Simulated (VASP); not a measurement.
Here is the system:

```yaml
crystal:
  lattice:
    - [1.59276, -2.75873, 0.00000]
    - [1.59276, 2.75873, 0.00000]
    - [0.00000, 0.00000, 5.03484]
  atoms:
    - { symbol: Hf, position: [0.33333, 0.66667, 0.25000] }
    - { symbol: Hf, position: [0.66667, 0.33333, 0.75000] }
```

Method: optB88-vdW, VASP's PBE PAW potentials (set 64) (plane waves; VASP). Settings: 520 eV cut-off, Gaussian smearing of 0.050 eV, potentials Hf_pv.

**Question.** Give the energies of bands 7 to 13 at the high-symmetry points, in eV from the Fermi level.

**Answer.** 
```csv
band,Γ,M,K,A,L,H
7,-7.39,-3.38,-2.20,-5.39,-3.45,-1.82
8,-3.76,-2.81,-1.81,-5.39,-3.45,-1.82
9,0.78,-2.28,-1.81,0.11,-1.04,-1.47
10,1.11,-0.75,-1.41,0.11,-1.04,-1.47
11,1.11,0.71,0.34,0.99,1.27,-0.19
12,1.40,0.87,0.34,0.99,1.27,-0.19
13,1.93,1.67,2.05,0.99,2.60,2.47
```

It has no gap at this level: it comes out as a metal or semimetal.

The compound is Hf in the hcp structure. It was relaxed first.
